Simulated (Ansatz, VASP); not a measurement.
**Mg3Re2: VASP beside Ansatz**

```
Mg Re
1.0
     4.84597    0.00000    0.00000
     0.00000    4.84597    0.00000
     0.00000    0.00000    4.84597
Mg Re
3 2
Direct
  0.50000 0.00000 0.00000
  0.00000 0.50000 0.00000
  0.00000 0.00000 0.50000
  0.50000 0.50000 0.50000
  0.00000 0.00000 0.00000
```

Alike in both runs: functional PBE; k mesh 4 × 4 × 4; occupations gaussian, width 0.1 eV; no spin polarisation.

Ansatz relaxed the structure, and its values are those at the end. VASP's run is a single point on that final structure, the one shown.

|  | VASP | Ansatz |
| --- | --- | --- |
| version | VASP 6.6.1 | Ansatz 0.2.0 |
| potentials or method | VASP PAW PBE potentials, release 64 (Mg, Re) | scalar-relativistic, plane waves, PAW |
| plane-wave cutoff (eV) | 520 | 420 |
| valence electrons in the cell | 20 | 60 |

|  | VASP | Ansatz | Ansatz less VASP |
| --- | --- | --- | --- |
| gap on the k mesh at the Fermi level (eV) | none | none | - |
| pressure (GPa) | 0.0 | 0.0 | +0.07 |

A gap of «none» marks a metal or a gap that the smearing closes. The functional is the same, so the differences come from potentials, cutoffs and numerics. The two sets of potentials don't hold the same shells in valence.

Spin-orbit coupling is left out, which matters for the levels of Re.
